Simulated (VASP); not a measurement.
Energy against volume of SrTe (rock salt). All values below come from optB88-vdW, VASP's PBE PAW potentials (set 64) (plane waves; VASP). Numerical set-up: 520 eV cut-off, 7×7×7 Γ-centred mesh, Gaussian smearing of 0.050 eV, potentials Sr_sv Te.

```csv
V (Å³/atom),E (eV/atom)
36.154,-2.10531
37.272,-2.10923
38.390,-2.10576
39.508,-2.09598
```

Question: Fit these four points and predict the energy of the run at 35.035 Å³/atom.

Answer: A cubic in V^(−2/3), the third-order Birch-Murnaghan form, passes through the four points with V0 = 37.28 Å³/atom and B0 = 35 GPa, and gives -2.0927 eV/atom there. The run gave -2.0927 eV/atom, -0.0 meV/atom from the fit; all five points give B0 = 35 GPa.

The compound is SrTe in the rock salt structure. It was relaxed first.
